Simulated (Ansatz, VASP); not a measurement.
# Cross-check of Zn8Cu5 (Zn8Cu5 (I-43m)) between VASP and Ansatz

Wanted: the spread between two codes on one cell, functional and k mesh. Of the first pair: The structure shown is the start of the Ansatz relaxation below; VASP solves that cell, so the two are compared at the walk's first step.

Main program and level: Ansatz 0.2.0; plane waves, with VASP 6.6.1 beside it; single point at r2SCAN.

### Step 1. The structure

It takes space group I-43m (No. 217, cubic). Conventional cell: a = 8.744 Å, b = 8.744 Å, c = 8.744 Å, α = 90.00°, β = 90.00°, γ = 90.00°. Nearest to Zn lie 6 Cu at 2.54 to 2.58 Å and 6 Zn at 2.61 to 2.71 Å. Nearest to Zn lie 6 Cu at 2.50 to 2.79 Å and 5 Zn at 2.60 to 2.61 Å. Nearest to Cu lie 9 Zn at 2.51 to 2.58 Å and 3 Cu at 2.67 Å. Nearest to Cu lie 10 Zn at 2.50 to 2.79 Å and 3 Cu at 2.52 to 2.67 Å. Farther neighbours are not listed.

### Step 2. Ansatz: relaxation, r2SCAN

Ansatz runs on its PAW soft_1 files.

The two programs are compared at the cell with which this relaxation starts, whose forces are those of its first step.

File input.yaml:

```yaml
crystal:
  lattice:
    - [-4.3722305, 4.3722305, 4.3722305]
    - [4.3722305, -4.3722305, 4.3722305]
    - [4.3722305, 4.3722305, -4.3722305]
  atoms:
    - { symbol: Zn, position: [0.21897439, 0.21897439, 0.21897439] }
    - { symbol: Zn, position: [0.78102561, 0.0, 0.0] }
    - { symbol: Zn, position: [0.0, 0.0, 0.78102561] }
    - { symbol: Zn, position: [0.0, 0.78102561, 0.0] }
    - { symbol: Zn, position: [0.3481953, 0.62697352, 0.3481953] }
    - { symbol: Zn, position: [0.27877822, 0.0, 0.6518047] }
    - { symbol: Zn, position: [0.6518047, 0.0, 0.27877822] }
    - { symbol: Zn, position: [0.27877822, 0.6518047, 0.0] }
    - { symbol: Zn, position: [0.72122178, 0.72122178, 0.37302648] }
    - { symbol: Zn, position: [0.37302648, 0.72122178, 0.72122178] }
    - { symbol: Zn, position: [0.0, 0.6518047, 0.27877822] }
    - { symbol: Zn, position: [0.0, 0.27877822, 0.6518047] }
    - { symbol: Zn, position: [0.6518047, 0.27877822, 0.0] }
    - { symbol: Zn, position: [0.3481953, 0.3481953, 0.62697352] }
    - { symbol: Zn, position: [0.62697352, 0.3481953, 0.3481953] }
    - { symbol: Zn, position: [0.72122178, 0.37302648, 0.72122178] }
    - { symbol: Cu, position: [0.65527215, 0.65527215, 0.65527215] }
    - { symbol: Cu, position: [0.0, 0.0, 0.34472785] }
    - { symbol: Cu, position: [0.34472785, 0.0, 0.0] }
    - { symbol: Cu, position: [0.0, 0.34472785, 0.0] }
    - { symbol: Cu, position: [0.0, 0.6442649, 0.6442649] }
    - { symbol: Cu, position: [0.6442649, 0.0, 0.6442649] }
    - { symbol: Cu, position: [0.3557351, 0.0, 0.3557351] }
    - { symbol: Cu, position: [0.0, 0.3557351, 0.3557351] }
    - { symbol: Cu, position: [0.3557351, 0.3557351, 0.0] }
    - { symbol: Cu, position: [0.6442649, 0.6442649, 0.0] }
basis:
  ecutwfc: 500
  xc_grid: 2
hamiltonian:
  xc: r2scan
  pseudopotentials: { kind: paw, azcp: { folder: soft_1 } }
kpoints:
  mp_grid: { grid: [6, 6, 6] }
scf:
  occupations: { method: fermi_dirac, width: 0.05 }
  max_iter: 150
output:
  forces: true
  stress: true
relax:
  f_tol: 0.01
  max_steps: 60
  cell: {}
checkpoint:
  write: "../r2scan.run"
  compress: false
  write_wavefunctions: false
  write_every: 100000
```

Run with:

```bash
ansatz run input.yaml --threads 4 --pin off --max-ram 6594MiB --backend cpu --events-out ev --progress --plain --runs-dir out
```

Numbers of over 12 decimals in the logs are rounded to 6 here.

Log:

```text
Engine: ansatz 0.2.0, aarch64-unknown-linux-gnu
Pseudopotentials: kind: paw
Pseudopotential: Zn, paw, valence charge 12, recommended cutoff 500 eV (meta_gga), soft_1/Zn.paw.azcp
Pseudopotential: Cu, paw, valence charge 19, recommended cutoff 500 eV (meta_gga), soft_1/Cu.paw.azcp
Functional definition: r2SCAN
  parameter k0 = 0.174
  parameter k1 = 0.065
  parameter a1 = 4.9479
  exchange = r2scan_x(k0 = k0, k1 = k1, a1 = a1)
  correlation = r2scan_c
Crystal: 26 atoms, lattice volume = 334.325 Å³
Basis set: ecut = 500 eV, 8583 PW (Γ), exchange–correlation on 120×120×120 points (8 copies of the dense FFT grid, shifted against one another)
Bands: 230, of which v1, the nominal top of the filled ones, is band 191 counted from 1 (190 counted from 0)
Symmetry: 24 space group operations
Space group: I-43m (ITA 217), of the structure as read, at distance tolerance 6.9e-5 Å
k-points: 16 of 216 (time reversal used)
Non-local potential: Zn, projectors of the file, l = 0: 2, l = 1: 2, l = 2: 3, l = 3: 1
Non-local potential: Cu, projectors of the file, l = 0: 3, l = 1: 2, l = 2: 3, l = 3: 1
PAW form: soft (Blöchl's): semilocal exchange-correlation on the pseudo side does not see the compensation charge
PAW frozen core: Zn, regenerated for the run's functional (the file was generated under x = pbe(κ = 0.804, μ = 0.219515), c = pbe(β = 0.066725))
PAW frozen core: Cu, regenerated for the run's functional (the file was generated under x = pbe(κ = 0.804, μ = 0.219515), c = pbe(β = 0.066725))
PAW one-centre angular grid: Zn, 590 points (default); XC on 160 Gauss nodes
PAW one-centre angular grid: Cu, 590 points (default); XC on 160 Gauss nodes
Initial density: superposition of atomic densities (chi_scale 0.1, normalization cell, long waves kept (reshape's long-wave potential 0.01 eV rms))
Initial wavefunctions: pseudopotential atomic-orbital guess
Functional: x = r2scan, c = r2scan; τ floored in thin density (d = 2e-4 eV/Å³)
SCF iter   1: F=—  HF=-119542.431517 eV  |F-HF|=—  |Δ(HF+E_count)|=         —  Δρ=2.51e-1  dr2=1.46e2  dr2_τ=2.95e-1  ethr=3.10e-3  ⟨swp⟩=5.9  Hψ=15452  notcnv=0  defer=42
preconditioner: auto → Kerker (q_TF=auto, 2.790 Å⁻¹)  [metal: Δε(μ)=0.017 eV  Ē_g=10.968 eV  σ=0.050 eV  W_gap=0.08  n_scr=134 (ndim 8)  ℏωp=35.3 eV  f_vac=0.000  D(μ)=4.64/eV (n_scr^D=18)]
SCF iter   2: F=—  HF=-119540.737805 eV  |F-HF|=—  |Δ(HF+E_count)|=    1.69e0  Δρ=1.54e-1  dr2=3.69e1  dr2_τ=1.38e0  ethr=3.10e-3  ⟨swp⟩=4.0  Hψ=8851  notcnv=0  defer=447
SCF iter   3: F=—  HF=-119525.953459 eV  |F-HF|=—  |Δ(HF+E_count)|=    1.48e1  Δρ=3.16e-2  dr2=3.14e0  dr2_τ=1.23e-1  ethr=3.10e-3  ⟨swp⟩=2.9  Hψ=7548  notcnv=0  defer=473
SCF iter   4: F=—  HF=-119525.823677 eV  |F-HF|=—  |Δ(HF+E_count)|=   1.30e-1  Δρ=1.43e-2  dr2=4.72e-1  dr2_τ=1.18e-2  ethr=8.21e-4  ⟨swp⟩=2.1  Hψ=5259  notcnv=0  defer=470
SCF iter   5: F=—  HF=-119526.758043 eV  |F-HF|=—  |Δ(HF+E_count)|=   9.34e-1  Δρ=2.39e-2  dr2=1.12e0  dr2_τ=5.13e-3  ethr=1.24e-4  ⟨swp⟩=2.9  Hψ=7190  notcnv=0  defer=468
SCF iter   6: F=—  HF=-119526.658487 eV  |F-HF|=—  |Δ(HF+E_count)|=   9.96e-2  Δρ=1.45e-2  dr2=4.95e-1  dr2_τ=1.71e-3  ethr=1.24e-4  ⟨swp⟩=2.0  Hψ=5713  notcnv=0  defer=468
SCF iter   7: F=—  HF=-119526.590351 eV  |F-HF|=—  |Δ(HF+E_count)|=   6.81e-2  Δρ=5.65e-3  dr2=9.24e-2  dr2_τ=5.82e-4  ethr=1.24e-4  ⟨swp⟩=2.0  Hψ=4175  notcnv=0  defer=468
SCF iter   8: F=—  HF=-119526.579106 eV  |F-HF|=—  |Δ(HF+E_count)|=   1.12e-2  Δρ=2.34e-3  dr2=1.78e-2  dr2_τ=1.90e-4  ethr=2.42e-5  ⟨swp⟩=1.4  Hψ=4256  notcnv=0  defer=468
SCF iter   9: F=—  HF=-119526.579348 eV  |F-HF|=—  |Δ(HF+E_count)|=   2.42e-4  Δρ=6.23e-4  dr2=9.25e-4  dr2_τ=8.58e-5  ethr=4.67e-6  ⟨swp⟩=2.0  Hψ=5625  notcnv=0  defer=468
SCF iter  10: F=—  HF=-119526.579188 eV  |F-HF|=—  |Δ(HF+E_count)|=   1.60e-4  Δρ=1.34e-4  dr2=3.86e-5  dr2_τ=2.29e-7  ethr=2.42e-7  ⟨swp⟩=2.0  Hψ=5633  notcnv=0  defer=468
[...]
SCF 1 converged in 15 iterations: F = -119526.579504 eV  dr2 = 2.78e-8
[...]
SCF iter   8: F=—  HF=-119526.581601 eV  |F-HF|=—  |Δ(HF+E_count)|=  1.16e-10  Δρ=8.48e-6  dr2=2.36e-7  dr2_τ=3.04e-9  ethr=2.25e-10  ⟨swp⟩=2.0  Hψ=4455  notcnv=0
SCF iter   9: F=-119526.581601 eV  HF=-119526.581601 eV  |F-HF|=6.07e-9  |Δ(HF+E_count)|=   9.96e-8  Δρ=3.22e-6  dr2=2.06e-8  dr2_τ=5.62e-10  ethr=1.04e-11  ⟨swp⟩=2.6  Hψ=12968  notcnv=0
SCF 3 converged in 9 iterations: F = -119526.581601 eV  dr2 = 2.06e-8
relax step   3: F+E_penalty+E_count = -119526.58160102 eV  Δ(F+E_penalty+E_count) = -5.869e-4 eV  max|allowed force component| = 3.437e-3 eV/Å  Δτ_max = 0.0028 Å  P = +0.019 GPa  Ω = 333.341 Å³  energy of the carried Pulay correction = +4.810e-4 eV  (9 SCF iters, dr2 threshold 3.97e-8 eV, accepted)
Initial wavefunctions: pseudopotential atomic-orbital guess (no wavefunctions were taken with the density)
iter 1 solved again at ethr=1.67e-8 eV; its pass at ethr=3.10e-3 eV (dr2=6.37e-5 eV) is discarded
SCF iter   1: F=—  HF=-119526.580790 eV  |F-HF|=—  |Δ(HF+E_count)|=         —  Δρ=1.03e-5  dr2=1.30e-7  dr2_τ=6.70e-8  ethr=1.67e-8  ⟨swp⟩=3.5  Hψ=27891  notcnv=0
[...]
SCF iter   5: F=—  HF=-119526.581071 eV  |F-HF|=—  |Δ(HF+E_count)|=   2.08e-9  Δρ=8.75e-7  dr2=1.33e-9  dr2_τ=4.04e-11  ethr=3.52e-12  ⟨swp⟩=2.0  Hψ=6041  notcnv=0
SCF iter   6: F=—  HF=-119526.581071 eV  |F-HF|=—  |Δ(HF+E_count)|=   3.87e-9  Δρ=3.45e-7  dr2=3.82e-10  dr2_τ=1.09e-11  ethr=1.00e-12  ⟨swp⟩=2.0  Hψ=6088  notcnv=0
SCF iter   7: F=-119526.581071 eV  HF=-119526.581071 eV  |F-HF|=2.04e-10  |Δ(HF+E_count)|=    0.00e0  Δρ=2.39e-7  dr2=1.61e-10  dr2_τ=3.05e-12  ethr=1.00e-12  ⟨swp⟩=4.0  Hψ=10377  notcnv=0
SCF 4 converged in 7 iterations: F = -119526.581071 eV  dr2 = 1.61e-10
  greatest PAW one-centre occupation: 1.001 electrons in one spin orbital (limit 2), on the Cu atom at site 22 (counted from 0), in its partial waves of l = 0
relax step   4: F+E_penalty+E_count = -119526.58107149 eV  Δ(F+E_penalty+E_count) = +5.295e-4 eV  max|allowed force component| = 3.445e-3 eV/Å  Δτ_max = 0.0000 Å  P = +0.017 GPa  Ω = 333.341 Å³  stress off target by 1.69e-2 GPa  SCF on the basis re-selected at this cell (its energy is not comparable with the rows above)  (7 SCF iters)
basis re-selected at this cell: Δ(F+E_penalty+E_count) = +5.295e-4 eV, ΔP = -0.002 GPa vs the last step (what re-selecting the basis moved, of the pressure what is left beyond the Pulay correction that the steps carried, after the strain that the cell walked since its last selection, with what the two solves' SCF thresholds leave and, on support functions, any second-order correction that the steps lacked; it is no m [...]
SCF converged after 7 iterations
Free energy (F): -119526.581071 eV
Harris-Foulkes:  -119526.581071 eV  (|F-HF|=2.04e-10)
Internal energy: -119526.537849 eV  (E = F + TS)
E sigma→0 (E₀):  -119526.559460 eV
Entropy (-TS):   -0.043223 eV (-1.662 meV/atom)
Fermi energy:    13.934863 eV
--- Per-component energies (eV) ---
  E_band       = -3202.096749
  E_kinetic    = 4958.157840
  E_local      = -76403.154214  (includes V_loc(G=0)·N_el)
  E_nonlocal   = 22115.686643
  E_hartree    = 31263.608998
  E_xc         = -1755.708813
  E_vxc        = -1758.220861  (∫ρ·V_xc dr)
  E_paw        = -48920.219142  (= ΣΔE_a)
  E_vpaw       = -14747.344587  (= ΣTr[D̂ρ^β])
  E_aug_tail   = 0.005493  (compensation charges beyond the density's cutoff)
  E_vtau       = 105.553938  (kinetic-family band-sum trace: ∫τ·v_τ [+ j·A + Jᵃ·Aᵃ] dr)
  E_ewald      = -50778.981716
  E_core_change = -5.932937  (= ΣΔE_core)
  E_smearing   = -0.043223  (= −TS)
  E_closure    = -0.000000  (closes the sum)
  Σ components = -119526.581071   (vs F -119526.581071, Δ=0.00e0)
--- Forces (eV/Å), atoms counted from 1 ---
  atom   1  Zn     0.00078604     0.00078604     0.00078604
  atom   2  Zn     0.00078604    -0.00078604    -0.00078604
  atom   3  Zn    -0.00078604    -0.00078604     0.00078604
  atom   4  Zn    -0.00078604     0.00078604    -0.00078604
  atom   5  Zn     0.00126068    -0.00344462     0.00126068
  atom   6  Zn    -0.00126068     0.00344462     0.00126068
  atom   7  Zn     0.00126068     0.00344462    -0.00126068
  atom   8  Zn    -0.00126068     0.00126068     0.00344462
  atom   9  Zn    -0.00126068    -0.00126068    -0.00344462
  atom  10  Zn    -0.00344462    -0.00126068    -0.00126068
  atom  11  Zn     0.00344462     0.00126068    -0.00126068
  atom  12  Zn     0.00344462    -0.00126068     0.00126068
  atom  13  Zn     0.00126068    -0.00126068     0.00344462
  atom  14  Zn     0.00126068     0.00126068    -0.00344462
  atom  15  Zn    -0.00344462     0.00126068     0.00126068
  atom  16  Zn    -0.00126068    -0.00344462    -0.00126068
  atom  17  Cu     0.00093969     0.00093969     0.00093969
  atom  18  Cu    -0.00093969    -0.00093969     0.00093969
  atom  19  Cu     0.00093969    -0.00093969    -0.00093969
  atom  20  Cu    -0.00093969     0.00093969    -0.00093969
  atom  21  Cu     0.00118363    -0.00000000     0.00000000
  atom  22  Cu    -0.00000000     0.00118363    -0.00000000
  atom  23  Cu    -0.00000000    -0.00118363    -0.00000000
  atom  24  Cu    -0.00118363    -0.00000000     0.00000000
  atom  25  Cu    -0.00000000     0.00000000    -0.00118363
  atom  26  Cu    -0.00000000     0.00000000     0.00118363
  max |Σ_I F_I| component: 1.56e-17 eV/Å
--- Stress (GPa, compression-positive) ---
        0.016884      -0.000000      -0.000000
       -0.000000       0.016884       0.000000
       -0.000000      -0.000000       0.016884
  P = ⅓ Tr σ = 0.0169 GPa (0.169 kbar)
--- Relaxed structure (3 steps of the walk, 3 accepted, 1 SCFs on fresh bases) ---
  F+E_penalty+E_count = -119526.58107149 eV   max|allowed force component| = 3.445e-3 eV/Å   (the final SCF, on the basis selected at the relaxed cell)
  cell:  # Å, volume = 333.3408 Å³
    - [-4.367935, 4.367935, 4.367935]
    - [4.367935, -4.367935, 4.367935]
    - [4.367935, 4.367935, -4.367935]
  atoms:
    - { symbol: Zn, position: [0.218920, 0.218920, 0.218920] }
    - { symbol: Zn, position: [0.781080, 0.0, 0.0] }
    - { symbol: Zn, position: [0.0, 0.0, 0.781080] }
    - { symbol: Zn, position: [0.0, 0.781080, 0.0] }
    - { symbol: Zn, position: [0.347742, 0.627076, 0.347742] }
    - { symbol: Zn, position: [0.279334, 0.0, 0.652258] }
    - { symbol: Zn, position: [0.652258, 0.0, 0.279334] }
    - { symbol: Zn, position: [0.279334, 0.652258, 0.0] }
    - { symbol: Zn, position: [0.720666, 0.720666, 0.372924] }
    - { symbol: Zn, position: [0.372924, 0.720666, 0.720666] }
    - { symbol: Zn, position: [0.0, 0.652258, 0.279334] }
    - { symbol: Zn, position: [0.0, 0.279334, 0.652258] }
    - { symbol: Zn, position: [0.652258, 0.279334, 0.0] }
    - { symbol: Zn, position: [0.347742, 0.347742, 0.627076] }
    - { symbol: Zn, position: [0.627076, 0.347742, 0.347742] }
    - { symbol: Zn, position: [0.720666, 0.372924, 0.720666] }
    - { symbol: Cu, position: [0.655139, 0.655139, 0.655139] }
    - { symbol: Cu, position: [0.0, 0.0, 0.344861] }
    - { symbol: Cu, position: [0.344861, 0.0, 0.0] }
    - { symbol: Cu, position: [0.0, 0.344861, 0.0] }
    - { symbol: Cu, position: [0, 0.644101, 0.644101] }
    - { symbol: Cu, position: [0.644101, 0, 0.644101] }
    - { symbol: Cu, position: [0.355899, 0, 0.355899] }
    - { symbol: Cu, position: [0, 0.355899, 0.355899] }
    - { symbol: Cu, position: [0.355899, 0.355899, 0] }
    - { symbol: Cu, position: [0.644101, 0.644101, 0] }
```

[end of part 1 of 3]

[Lines on the potential files, build, host, timing and source positions are cut from VASP's logs without a mark.]

[Logs are printed without paths, hosts, clocks, repeated set-up lines and the standing remarks that a program may print on its own settings, such as how far it seeks lower states.]

[Hosts, paths, dates, database ids (printed as entryN), source tags and the programs' standing remarks are cut or masked in the printed files.]
